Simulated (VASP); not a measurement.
Output of a VASP run:

### OUTCAR
```
 ion  position               nearest neighbor table
   1  0.000  0.000  0.000-   3 2.83   4 2.83   5 2.83   3 2.83   4 2.83   4 2.83   5 2.83   4 2.83
                             3 2.83   5 2.83   3 2.83   5 2.83   2 3.47   2 3.47   2 3.47   2 3.47
   2  0.500  0.500  0.500-   3 2.00   4 2.00   5 2.00   5 2.00   3 2.00   4 2.00   1 3.47   1 3.47
                             1 3.47   1 3.47   1 3.47   1 3.47   1 3.47   1 3.47
   3  0.500  0.000  0.500-   2 2.00   2 2.00   1 2.83   1 2.83   1 2.83   1 2.83
   4  0.000  0.500  0.500-   2 2.00   2 2.00   1 2.83   1 2.83   1 2.83   1 2.83
   5  0.500  0.500  0.000-   2 2.00   2 2.00   1 2.83   1 2.83   1 2.83   1 2.83
  LATTYP: Found a simple cubic cell.
 ALAT       =     4.0082400245
 Subroutine PRICEL returns:
 Original cell was already a primitive cell.
 Subroutine GETGRP returns: Found 48 space group operations
The static configuration has the point symmetry O_h .
The dynamic configuration has the point symmetry O_h .
 Subroutine INISYM returns: Found 48 space group operations
 Subroutine IBZKPT returns following result:
 Found     20 irreducible k-points:

 Following reciprocal coordinates:
            Coordinates               Weight
  0.000000  0.000000  0.000000      1.000000
  0.166667  0.000000  0.000000      6.000000
  0.333333  0.000000  0.000000      6.000000
  0.500000  0.000000  0.000000      3.000000
  0.166667  0.166667  0.000000     12.000000
  0.333333  0.166667  0.000000     24.000000
  0.500000  0.166667  0.000000     12.000000
  0.333333  0.333333  0.000000     12.000000
  0.500000  0.333333  0.000000     12.000000
  0.500000  0.500000  0.000000      3.000000
  0.166667  0.166667  0.166667      8.000000
  0.333333  0.166667  0.166667     24.000000
  0.500000  0.166667  0.166667     12.000000
  0.333333  0.333333  0.166667     24.000000
  0.500000  0.333333  0.166667     24.000000
  0.500000  0.500000  0.166667      6.000000
  0.333333  0.333333  0.333333      8.000000
  0.500000  0.333333  0.333333     12.000000
  0.500000  0.500000  0.333333      6.000000
  0.500000  0.500000  0.500000      1.000000
   k-points           NKPTS =     20   k-points in BZ     NKDIM =     20   number of bands    NBANDS=     23
   number of dos      NEDOS =    601   number of ions     NIONS =      5
   total plane-waves  NPLWV =  27000
   dimension x,y,z NGX =    30 NGY =   30 NGZ =   30
   dimension x,y,z NGXF=    60 NGYF=   60 NGZF=   60
   ions per type =               1   1   3
   PREC   = accura    normal or accurate (medium, high low for compatibility)
   ISTART =      0    job   : 0-new  1-cont  2-samecut
   ICHARG =      2    charge: 1-file 2-atom 10-const
   ISPIN  =      1    spin polarized calculation?
   LNONCOLLINEAR =      F non collinear calculations
   LSORBIT =      F    spin-orbit coupling
   INIWAV =      1    electr: 0-lowe 1-rand  2-diag
   ENCUT  =  520.0 eV  38.22 Ry    6.18 a.u.   7.45  7.45  7.45*2*pi/ulx,y,z
   NELM   =    100;   NELMIN=  2; NELMDL= -5     # of ELM steps
   EDIFF  = 0.1E-06   stopping-criterion for ELM
   LREAL  =      F    real-space projection
   NLSPLINE    = F    spline interpolate recip. space projectors
   LMAXMIX     =    6 max onsite mixed and CHGCAR
   VOSKOWN=      0    Vosko Wilk Nusair interpolation
   EDIFFG = 0.1E-05   stopping-criterion for IOM
   NSW    =      0    number of steps for IOM
   NBLOCK =      1;   KBLOCK =      1    inner block; outer block
   IBRION =     -1    ionic relax: 0-MD 1-quasi-New 2-CG
   NFREE  =      0    steps in history (QN), initial steepest desc. (CG)
   ISIF   =      2    stress and relaxation
   ISYM   =      2    0-nonsym 1-usesym 2-fastsym
   TEIN   =    0.0    initial temperature
   TEBEG  =    0.0;   TEEND  =   0.0 temperature during run
   SMASS  =  -3.00    Nose mass-parameter (am)
   PSTRESS=    0.0 pullay stress
   NELECT =      38.0000    total number of electrons
   EFERMI =   0.00;   METHOD = LEGACY
   ISMEAR =    -5;   SIGMA  =   0.20  broadening in eV -4-tet -1-fermi 0-gaus
   IALGO  =     38    algorithm
   LDIAG  =      T    sub-space diagonalisation (order eigenvalues)
   IMIX   =      4    mixing-type and parameters
     AMIX     =   0.40;   BMIX     =  1.00
     AMIX_MAG =   1.60;   BMIX_MAG =  1.00
...
```

OSZICAR:
```
       N       E                     dE             d eps       ncg     rms          rms(c)
DAV:   1     0.340148834063E+03    0.34015E+03   -0.21916E+04   920   0.169E+03
DAV:   2    -0.308452085253E+02   -0.37099E+03   -0.36547E+03  1133   0.450E+02
DAV:   3    -0.491837377411E+02   -0.18339E+02   -0.18295E+02  1186   0.101E+02
DAV:   4    -0.496776958452E+02   -0.49396E+00   -0.49376E+00  1614   0.138E+01
DAV:   5    -0.496796282910E+02   -0.19324E-02   -0.19323E-02  1172   0.910E-01    0.349E+01
DAV:   6    -0.412480103181E+02    0.84316E+01   -0.43965E+01  1117   0.463E+01    0.139E+01
DAV:   7    -0.411118032409E+02    0.13621E+00   -0.23498E+00  1205   0.103E+01    0.896E+00
DAV:   8    -0.410648411344E+02    0.46962E-01   -0.38874E-01  1184   0.538E+00    0.140E+00
DAV:   9    -0.410574806003E+02    0.73605E-02   -0.31190E-02  1264   0.124E+00    0.249E-01
DAV:  10    -0.410568852352E+02    0.59537E-03   -0.77504E-03  1258   0.666E-01    0.430E-02
DAV:  11    -0.410569508593E+02   -0.65624E-04   -0.36750E-04  1320   0.154E-01    0.356E-02
DAV:  12    -0.410569820209E+02   -0.31162E-04   -0.47956E-05  1348   0.539E-02    0.730E-03
DAV:  13    -0.410569822288E+02   -0.20790E-06   -0.41133E-06  1220   0.133E-02    0.407E-03
DAV:  14    -0.410569820974E+02    0.13138E-06   -0.34784E-07  1077   0.464E-03    0.747E-04
DAV:  15    -0.410569820816E+02    0.15838E-07   -0.68012E-08   754   0.227E-03
   1 F= -.42219579E+02 E0= -.42219579E+02  d E =0.000000E+00
```

**OUTCAR**
```
------------------------ aborting loop because EDIFF is reached ----------------------------------------
 Edisp (eV)   -1.16260
  FORCE on cell =-STRESS in cart. coord.  units (eV):
  Direction    XX          YY          ZZ          XY          YZ          ZX
  --------------------------------------------------------------------------------------
  Total      -0.00933    -0.00933    -0.00933    -0.00000     0.00000     0.00000
  in kB      -0.23224    -0.23224    -0.23224    -0.00000     0.00000     0.00000
  external pressure =       -0.23 kB  Pullay stress =        0.00 kB
  volume of cell :       64.40
      direct lattice vectors                 reciprocal lattice vectors
     4.008240025  0.000000000  0.000000000     0.249486057  0.000000000  0.000000000
     0.000000000  4.008240025  0.000000000     0.000000000  0.249486057  0.000000000
     0.000000000  0.000000000  4.008240025     0.000000000  0.000000000  0.249486057
 POSITION                                       TOTAL-FORCE (eV/Angst)
 -----------------------------------------------------------------------------------
      0.00000      0.00000      0.00000         0.000000      0.000000      0.000000
      2.00412      2.00412      2.00412         0.000000      0.000000      0.000000
      2.00412      0.00000      2.00412         0.000000      0.000000      0.000000
      0.00000      2.00412      2.00412         0.000000      0.000000      0.000000
      2.00412      2.00412      0.00000         0.000000      0.000000      0.000000
 -----------------------------------------------------------------------------------
    total drift:                                0.000000      0.000000     -0.000000
  FREE ENERGIE OF THE ION-ELECTRON SYSTEM (eV)
  ---------------------------------------------------
  free  energy   TOTEN  =       -42.2195788038 eV

  energy  without entropy=      -42.2195788038  energy(sigma->0) =      -42.21957880

 total charge

# of ion       s       p       d       tot
------------------------------------------
    1        1.961   5.605   0.047   7.613
    2        0.343   6.344   2.035   8.722
    3        1.562   3.514   0.000   5.076
    4        1.562   3.514   0.000   5.076
    5        1.562   3.514   0.000   5.076
--------------------------------------------------
tot          6.989  22.492   2.082  31.563

 Electric field gradients after diagonalization (V/A^2)
 (convention: |V_zz| > |V_xx| > |V_yy|)
----------------------------------------------------------------------
 ion       V_xx      V_yy      V_zz     asymmetry (V_yy - V_xx)/ V_zz
----------------------------------------------------------------------
   1       0.000     0.000    -0.000       0.072
   2      -0.000    -0.000     0.000       0.315
   3     -11.088   -11.088    22.175       0.000
   4     -11.088   -11.088    22.175       0.000
   5     -11.088   -11.088    22.175       0.000
```
(Selected blocks of OUTCAR.)

**POSCAR**
```
KTaO3
1
    4.0082400245     0.0000000000     0.0000000000
    0.0000000000     4.0082400245     0.0000000000
    0.0000000000     0.0000000000     4.0082400245
K Ta O
1 1 3
Direct
  0.0000000000   0.0000000000   0.0000000000
  0.5000000000   0.5000000000   0.5000000000
  0.5000000000   0.0000000000   0.5000000000
  0.0000000000   0.5000000000   0.5000000000
  0.5000000000   0.5000000000   0.0000000000
```

**Question.** Write an INCAR and KPOINTS that could have produced this output.

**Answer.** One answer among several that fit: the input of the run itself, PBE GGA with D3 dispersion (Becke-Johnson damping), plane waves, VASP's PBE PAW potentials (set 64).

INCAR:
```
SYSTEM = KTaO3
PREC = Accurate
ENCUT = 520
EDIFF = 1E-7
NELM = 100
ALGO = Normal
LREAL = .FALSE.
LASPH = .TRUE.
ISMEAR = -5
GGA = PE
IVDW = 12
LMAXMIX = 6
LWAVE = .FALSE.
LCHARG = .TRUE.
LORBIT = 11
NEDOS = 601
ISIF = 2
LEFG = .TRUE.
```

### KPOINTS
```
Automatic mesh
0
Gamma
6 6 6
0 0 0
```

POTCAR, in this order: K_sv Ta_pv O (PBE.64 set). Program: vasp_std.

The compound is KTaO3 in the cubic perovskite structure. It was relaxed first.
